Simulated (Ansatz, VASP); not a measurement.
# Cross-check of WSO (2H-WOS monolayer) between VASP and Ansatz, part 2 of 2

Wanted: the spread between two codes on one cell, functional and k mesh. The cell is taken from a series of runs on this material, whose earlier steps may have relaxed, scaled, displaced or heated it; both programs get it as it stands.

VASP 6.6.1 and Ansatz 0.2.0.

So far: The structure; VASP: single point, LDA; Ansatz: single point, LDA; Comparison.

## 5. Ansatz: single point, PBE, spin-orbit coupling

Level of this step: Ansatz beside VASP: Kohn-Sham DFT, plane waves, PBE, spin-orbit coupling (Ansatz).

With cell and atoms fixed, the geometry can't cause a difference; cores, projectors, grids and the points listed under the comparison can.

The cell is taken from a series of runs on this material, whose earlier steps may have relaxed, scaled, displaced or heated it; both programs get it as it stands.

File input.yaml:

```yaml
crystal:
  lattice:
    - [2.9544241935, 0.0, 0.0]
    - [-1.4772120967, 2.5586064051, 0.0]
    - [0.0, 0.0, 20.76747689]
  atoms:
    - { symbol: S, position: [0.3333333333, 0.6666666667, 0.4333699297] }
    - { symbol: W, position: [0.0, 0.0, 0.5115610607] }
    - { symbol: O, position: [0.3333333333, 0.6666666667, 0.5666300703] }
kpoints:
  mp_grid: { grid: [12, 12, 1] }
  band_path:
    path: [[0, 0, 0], [0.5, 0, 0], [0.33333333, 0.33333333, 0], [0, 0, 0]]
    npoints: 16
hamiltonian:
  xc: pbe
  pseudopotentials: { kind: paw_fr }
magnetization:
  noncollinear: true
  spin_orbit: true
scf:
  occupations: { method: fermi_dirac, width: 0.05 }
  convergence: { dr2_threshold: 1.0e-09 }
efield:
  axis: 3
  dipole_correction: true
  ramp_position: 0.97
  ramp_width: 0.06
  amplitude: 0
output:
  write_potential: true
  write_density: true
  volumetric_format: npy
```

The run is started by

```bash
> ansatz run input.yaml --threads 2 --pin off --max-ram 3072MiB --backend cpu --events-out ev --progress --plain --runs-dir out
```

Numbers of over 12 decimals in the logs are rounded to 6 here.

The log of the run:

```text
[...]
non-collinear run that drives no moment, with spin-orbit: no starting moment large enough to seed its density (crystal.atoms[].spin), no starting occupations that ask for one, no magnetisation constraint and no magnetic field, so the semilocal B_xc is pinned to zero
Crystal: 3 atoms, lattice volume = 156.986 Å³
[...]
k-point 1: bands = [... 22 lower, -2.9384, -2.8840, -0.7384, -0.7243, 1.6314, 1.7386, 1.9994, 2.0494, ... 4 higher]
  k-point 2: bands = [... 22 lower, -3.1596, -3.0719, -1.1988, -1.1783, 1.4622, 1.5016, 1.8439, 1.9705, ... 4 higher]
  k-point 18: bands = [... 22 lower, -3.9300, -3.8698, -1.7788, -1.3934, 1.0669, 1.0761, 2.5737, 2.6891, ... 4 higher]
[key lines of the parts left out:]
SCF converged after 11 iterations
Magnetization: |M| = 0.0000 μB,  M = (+0.0000, +0.0000, +0.0000) μB
Free energy (F): -11880.216358 eV
Fermi energy:    0.209513 eV
Dipole field:    D = -0.073629 V/Å  (p = -0.063877 e·Å, saw-weighted, corrected)
Work function:   Φ+ = 5.4909 eV   Φ− = 3.9619 eV
```

## 6. VASP: single point, PBE, spin-orbit coupling

The same cell, functional, mesh and smearing now go to VASP, with its own data sets.

File INCAR:

```
SYSTEM = WSO
PREC = Accurate
ENCUT = 520
EDIFF = 1E-06
NELM = 200
ISMEAR = -1
SIGMA = 0.05
LREAL = .FALSE.
ALGO = Normal
GGA = PE
LNONCOLLINEAR = .TRUE.
MAGMOM = 0 0 0 0 0 0 0 0 0
NBANDS = 30
GGA_COMPAT = .FALSE.
LASPH = .TRUE.
LSORBIT = .TRUE.
LMAXMIX = 4
LORBIT = 11
LWAVE = .FALSE.
LCHARG = .FALSE.
ISIF = 2
LDIPOL = .TRUE.
IDIPOL = 3
DIPOL = 0.5 0.5 0.504
LVHAR = .TRUE.
EFERMI = MIDGAP
NELMDL = -8
KPAR = 2
```

File POSCAR:

```
WSO
1.0
    2.9544241935      0.0000000000      0.0000000000
   -1.4772120967      2.5586064051      0.0000000000
    0.0000000000      0.0000000000     20.7674768900
S W O
1 1 1
Direct
    0.3333333333      0.6666666667      0.4333699297
    1.0000000000      0.0000000000      0.5115610607
    0.3333333333      0.6666666667      0.5666300703
```

File KPOINTS:

```
Automatic mesh
0
Gamma
12 12 1
0 0 0
```

The projector-augmented-wave data sets are S, W and O (PBE family, release 64).

The run is started by

```bash
> mpirun -np 2 vasp_ncl
```

The log of the run:

```text
[banner, memory and clock lines left out]
running    2 mpi-ranks, on    1 nodes
[...]
LDA part: xc-table for (Slater+PW92), standard interpolation
 POSCAR, INCAR and KPOINTS ok, starting setup
[...]
entering main loop
       N       E                     dE             d eps       ncg     rms          rms(c)
DAV:   1     0.150499063748E+03    0.15050E+03   -0.66190E+03  1900   0.914E+02
DAV:   2    -0.774006714875E+01   -0.15824E+03   -0.14801E+03  2802   0.221E+02
DAV:   3    -0.285273811638E+02   -0.20787E+02   -0.20571E+02  2530   0.895E+01
DAV:   4    -0.289923373091E+02   -0.46496E+00   -0.46167E+00  2536   0.152E+01
[...]
DAV:  26    -0.260065694885E+02   -0.15942E-05   -0.82947E-08  1744   0.156E-03    0.157E-03
DAV:  27    -0.260065706087E+02   -0.11202E-05   -0.30858E-08  1594   0.854E-04    0.680E-04
DAV:  28    -0.260065715018E+02   -0.89304E-06   -0.24272E-08  1632   0.630E-04
   1 F= -.26006572E+02 E0= -.26006571E+02  d E =-.452024E-08  mag=     0.0000     0.0000    -0.0000
```

From OUTCAR (step 6):

```text
  Total        2.8868898      2.8868898      2.2234190      0.0000000      0.0000000      0.0000000
  in kB       29.4632550     29.4632550     22.6919508      0.0000000      0.0000000      0.0000000
  external PRESSURE =      27.2061536 kB  Pullay stress =       0.0000000 kB

 POSITION                                       TOTAL-FORCE (eV/Angst)
 -----------------------------------------------------------------------------------
     -0.00000      1.70574      9.00000         0.000000     -0.000000     -0.661600
      0.00000      0.00000     10.62383         0.000000      0.000000     -0.377604
     -0.00000      1.70574     11.76748        -0.000000      0.000000      1.039205
 -----------------------------------------------------------------------------------
    total drift:                                0.000000     -0.000000     -0.000317

  FREE ENERGIE OF THE ION-ELECTRON SYSTEM (eV)
  ---------------------------------------------------
  free  energy   TOTEN  =       -26.0065715018 eV

  energy  without entropy=      -26.0065714973  energy(sigma->0) =      -26.00657150

 magnetization (x)
# of ion       s       p       d       tot
------------------------------------------
    1        0.000  -0.000   0.000  -0.000
    2        0.000   0.000  -0.000  -0.000
    3        0.000   0.000   0.000   0.000
--------------------------------------------------
tot          0.000  -0.000  -0.000  -0.000

 magnetization (y)
# of ion       s       p       d       tot
------------------------------------------
    1        0.000   0.000   0.000   0.000
    2        0.000   0.000   0.000   0.000
    3        0.000   0.000   0.000   0.000
--------------------------------------------------
tot          0.000   0.000   0.000   0.000

 magnetization (z)
# of ion       s       p       d       tot
------------------------------------------
    1        0.000   0.000   0.000   0.000
    2       -0.000   0.000   0.000   0.000
    3        0.000   0.000   0.000   0.000
--------------------------------------------------
tot          0.000   0.000   0.000   0.000

[... 1 part as in an earlier step ...]

[... 2 further parts left out ...]
[key lines of the parts left out:]
E-fermi :  -1.6260
```

## 7. Comparison

What differs besides the data sets and the points named for the pairs above, as far as they apply: spin-orbit coupling enters by fully relativistic files in Ansatz and inside the spheres in VASP; the data sets hold 26 valence electrons in Ansatz (on its fully relativistic PAW (standard-fr) files) and 18 in VASP. Total energies have different zeros and are not compared.

The two programs side by side:

```
              quantity  Ansatz   VASP  difference
gap on the k mesh (eV)   1.676  1.631      +0.045
```

A gap on the mesh is an upper bound, since the band edges may lie between its points. With vacuum in the cell, a pressure given here is an average over mostly empty space and none of the material.

## 8. What came out

```json
{
 "difference in gap on the k mesh (single point, LDA)": "0.029 eV",
 "difference in gap on the k mesh (single point, PBE, spin-orbit coupling)": "0.045 eV"
}
```

What this shows: The difference in gap on the k mesh is 0.045 eV (single point, PBE, spin-orbit coupling), within the 0.08 eV picked in this series as the mark of a large difference. The data sets hold unlike numbers of valence electrons (26 in Ansatz and 18 in VASP), so part of the differences comes from the potentials. Such differences can come from data sets, numerical settings and the points named under the comparisons, not from the functional's error against experiment.

[Lines on the potential files, build, host, timing and source positions are cut from VASP's logs without a mark.]

[Logs are printed without paths, hosts, clocks, repeated set-up lines and the standing remarks that a program may print on its own settings, such as how far it seeks lower states.]

[Hosts, paths, dates, database ids (printed as entryN), source tags and the programs' standing remarks are cut or masked in the printed files.]
